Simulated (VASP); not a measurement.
Consider the following.

```
Ag
1.0
    2.98216     0.00000     0.00000
   -1.49108     2.58263     0.00000
    0.00000     0.00000     9.69463
Ag
4
Direct
  0.00000   0.00000   0.00000
  0.00000   0.00000   0.50000
  0.33333   0.66667   0.25000
  0.66667   0.33333   0.75000
```

Computed with LDA (Ceperley-Alder, Perdew-Zunger), VASP's LDA PAW potentials (set 64) (plane waves; VASP). Settings: 300 eV cut-off, 13×13×4 Γ-centred mesh, Fermi-Dirac smearing of 0.10 eV, potentials Ag.

At this cut-off the stress carries a Pulay error, which pulls relaxed volumes low.

**Question.** Give the stress tensor in GPa (positive for a compressed cell).

**Answer.** 
```
-14.08    0.00    0.00
  0.00  -14.08    0.00
  0.00    0.00  -12.97
```
The pressure is its mean diagonal, -13.71 GPa.

The structure comes from a computed database's Ag entry (P6_3/mmc); how it stands against other phases isn't given here. The cell was not relaxed at this level.
